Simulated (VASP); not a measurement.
GaAs: single point with r2SCAN

**What was measured.**

“Evidence of valence band perturbations in GaAsN/GaAs(001): A combined variable-angle spectroscopic ellipsometry and modulated photoreflectance investigation”, 2008, arxiv:0805.2212 reports, for a bulk crystal of GaAs at 300 K: band gap 1.418 ± 0.005 eV (direct).

Crystal: GaAs.

```
Ga As
1.0
     0.00000    2.83306    2.83306
     2.83306    0.00000    2.83306
     2.83306    2.83306    0.00000
Ga As
1 1
Direct
  0.00000 0.00000 0.00000
  0.75000 0.75000 0.75000
```

The cell is a database's computed one.

| Quantity | Value |
| --- | --- |
| Program | VASP 6.6.1 |
| Task | single point |
| Functional | r2SCAN |
| Potentials or basis | VASP PAW PBE potentials, release 64 (Ga_d, As) |
| Cutoff | 520 eV |
| k mesh | 8 × 8 × 8 |
| Occupations | gaussian, width 0.02 eV |
| Spin | no spin polarisation |

```json
{"Pressure": "0.1 GPa", "Band gap on the k mesh": "0.94 eV, direct"}
```

Levels at points of the mesh, in eV from the valence-band top:
```tsv
k point	band 5	band 6	band 7	band 8	band 9	band 10	band 11	band 12	band 13	band 14
(0.00, 0.00, 0.00)	-15.14	-13.16	0.00	0.00	0.00	0.94	4.04	4.04	4.04	8.22
(0.50, 0.00, 0.00)	-15.13	-11.33	-6.78	-1.17	-1.17	1.34	4.99	4.99	8.28	11.09
(0.50, 0.50, 0.00)	-15.12	-10.56	-6.96	-2.75	-2.75	1.77	1.95	10.81	10.81	11.69
```

It took 43 s on 1 thread of Intel(R) Xeon(R) 6975P-C (Granite Rapids) (shared host), peak memory 0.18 GiB.

Against the measured gap of GaAs, 1.418 eV (direct; 300 K; “Evidence of valence band perturbations in GaAsN/GaAs(001): A combined variable-angle spectroscopic ellipsometry and modulated photoreflectance investigation”, 2008, arxiv:0805.2212), the calculated 0.94 eV is off by -0.47 eV. 3 values of this kind are on record (1.412 to 1.51 eV); this one was drawn at random among those near their median, those with a stated uncertainty first. Spin-orbit coupling on As, Ga is left out. The value is that of r2SCAN on a finite k mesh, which can miss the band edges, without temperature or zero-point motion. The cell is a database's relaxed one, not the measured one, which moves gaps too.

Caveat: the PAW data sets were made with another functional, which shifts forces and pressure a little.
